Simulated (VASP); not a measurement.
Computed with r2SCAN+rVV10, VASP's PBE PAW potentials (set 64) (plane waves; VASP 6.6.1).

The input files of a VASP run:

File POSCAR:
```
GdN
1
    0.0000000000     2.4768833633     2.4768833633
    2.4768833633     0.0000000000     2.4768833633
    2.4768833633     2.4768833633     0.0000000000
Gd N
1 1
Direct
  0.0000000000   0.0000000000   0.0000000000
  0.5000000000   0.5000000000   0.5000000000
```

### INCAR
```
SYSTEM=GdN
PREC=Accurate; ENCUT=520; LREAL=.FALSE.
LASPH=.TRUE.
EDIFF=1E-7; NELM=100; ALGO=Normal
LMAXMIX=6; LMIXTAU=.TRUE.
ISMEAR=0; SIGMA=0.05
METAGGA=R2SCAN; LUSE_VDW=.TRUE.; BPARAM=11.95
CPARAM=0.0093
ISIF=2
LWAVE=.FALSE.; LCHARG=.FALSE.
```

**KPOINTS**
```
Automatic mesh
0
Gamma
9 9 9
0 0 0
```

POTCAR, in this order: Gd_3 N (PBE.64 set). Program: vasp_std.

What VASP printed:

### OSZICAR
```
       N       E                     dE             d eps       ncg     rms          rms(c)
DAV:   1     0.157422610619E+02    0.15742E+02   -0.70892E+03   770   0.123E+03
DAV:   2    -0.453012968657E+02   -0.61044E+02   -0.54940E+02  1043   0.229E+02
DAV:   3    -0.484250454894E+02   -0.31237E+01   -0.30524E+01  1062   0.430E+01
DAV:   4    -0.484708928483E+02   -0.45847E-01   -0.45754E-01  1055   0.449E+00
DAV:   5    -0.484713243355E+02   -0.43149E-03   -0.43143E-03   991   0.338E-01    0.304E+01
DAV:   6    -0.429490289113E+02    0.55223E+01   -0.14038E+01   948   0.260E+01    0.243E+01
DAV:   7    -0.432118426418E+02   -0.26281E+00   -0.70783E-01   875   0.814E+00    0.153E+01
DAV:   8    -0.433130463137E+02   -0.10120E+00   -0.46759E-01   818   0.848E+00    0.225E+00
DAV:   9    -0.432609918071E+02    0.52055E-01   -0.25649E-01   788   0.700E+00    0.167E+00
DAV:  10    -0.432823906014E+02   -0.21399E-01   -0.52584E-02   974   0.169E+00    0.318E-01
DAV:  11    -0.432733382809E+02    0.90523E-02   -0.37148E-03   853   0.741E-01    0.101E-01
DAV:  12    -0.432818447510E+02   -0.85065E-02   -0.47270E-03   839   0.701E-01    0.111E-01
DAV:  13    -0.432821428727E+02   -0.29812E-03   -0.52664E-04   913   0.233E-01    0.346E-02
DAV:  14    -0.432821017099E+02    0.41163E-04   -0.40090E-05   863   0.773E-02    0.333E-02
DAV:  15    -0.432822054294E+02   -0.10372E-03   -0.34236E-05   824   0.761E-02    0.172E-02
DAV:  16    -0.432821611947E+02    0.44235E-04   -0.72075E-05   943   0.491E-02    0.827E-03
DAV:  17    -0.432821734900E+02   -0.12295E-04   -0.26257E-06   857   0.175E-02    0.730E-03
DAV:  18    -0.432821690807E+02    0.44093E-05   -0.47884E-06   925   0.139E-02    0.603E-03
DAV:  19    -0.432821761005E+02   -0.70198E-05   -0.85181E-07   848   0.856E-03    0.796E-04
DAV:  20    -0.432821753295E+02    0.77099E-06   -0.13111E-08   454   0.149E-03    0.619E-04
DAV:  21    -0.432821759900E+02   -0.66047E-06   -0.61833E-09   433   0.942E-04    0.564E-04
DAV:  22    -0.432821757562E+02    0.23377E-06   -0.55471E-09   442   0.605E-04    0.485E-05
DAV:  23    -0.432821757073E+02    0.48866E-07   -0.10893E-09   430   0.286E-04
   1 F= -.43282176E+02 E0= -.43282176E+02  d E =-.233660E-08
```

### OUTCAR
```
------------------------ aborting loop because EDIFF is reached ----------------------------------------
  FORCE on cell =-STRESS in cart. coord.  units (eV):
  Direction    XX          YY          ZZ          XY          YZ          ZX
  --------------------------------------------------------------------------------------
  Total       -0.0149399     -0.0149399     -0.0149399      0.0000000     -0.0000000      0.0000000
  in kB       -0.7876100     -0.7876100     -0.7876100      0.0000000     -0.0000000      0.0000000
  external PRESSURE =      -0.7876100 kB  Pullay stress =       0.0000000 kB
  volume of cell :       30.39
      direct lattice vectors                 reciprocal lattice vectors
     0.000000000  2.476883363  2.476883363    -0.201866591  0.201866591  0.201866591
     2.476883363  0.000000000  2.476883363     0.201866591 -0.201866591  0.201866591
     2.476883363  2.476883363  0.000000000     0.201866591  0.201866591 -0.201866591
 POSITION                                       TOTAL-FORCE (eV/Angst)
 -----------------------------------------------------------------------------------
      0.00000      0.00000      0.00000         0.000000     -0.000000      0.000000
      2.47688      2.47688      2.47688        -0.000000      0.000000     -0.000000
 -----------------------------------------------------------------------------------
    total drift:                                0.000000      0.000000      0.000000
  FREE ENERGIE OF THE ION-ELECTRON SYSTEM (eV)
  ---------------------------------------------------
  free  energy   TOTEN  =       -43.2821757073 eV

  energy  without entropy=      -43.2821757050  energy(sigma->0) =      -43.28217571
```
(Selected blocks of OUTCAR.)

The 4f electrons are frozen in the core of the lanthanide potential, so 4f levels, which can set the real gap, and their magnetism are missing.

The compound is GdN in the rock salt structure. It was relaxed first.
